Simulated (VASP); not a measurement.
```yaml
crystal:
  lattice:
    - [-1.62500, 1.62500, 2.47500]
    - [1.62500, -1.62500, 2.47500]
    - [1.62500, 1.62500, -2.47500]
  atoms:
    - { symbol: In, position: [0.00000, 0.00000, 0.00000] }
```

The numbers are results of PBE GGA, VASP's PBE PAW potentials (set 64) (plane waves; VASP), not measurements. Settings: 300 eV cut-off, 15×15×15 Γ-centred mesh, Fermi-Dirac smearing of 0.10 eV, potentials In_d.

At this cut-off the stress carries a Pulay error, which pulls relaxed volumes low. Unless said otherwise, spin-orbit coupling is left out, though it shifts the bands of the heavy elements here.

**Question.** Estimate the energy per atom (σ→0), pressure, band gap (on the k-mesh) with the smallest direct gap where there is one.

**Answer.** 
```json
{
 "band gap (on the k-mesh)": "none (metal, semimetal or under 0.01 eV)",
 "energy per atom (σ→0)": "-2.551 eV/atom",
 "pressure": "1.51 GPa"
}
```

Total energies compare only between runs with the same potentials, cut-off and functional.

The structure is a typed In crystal (I4/mmm). The cell was not relaxed at this level.
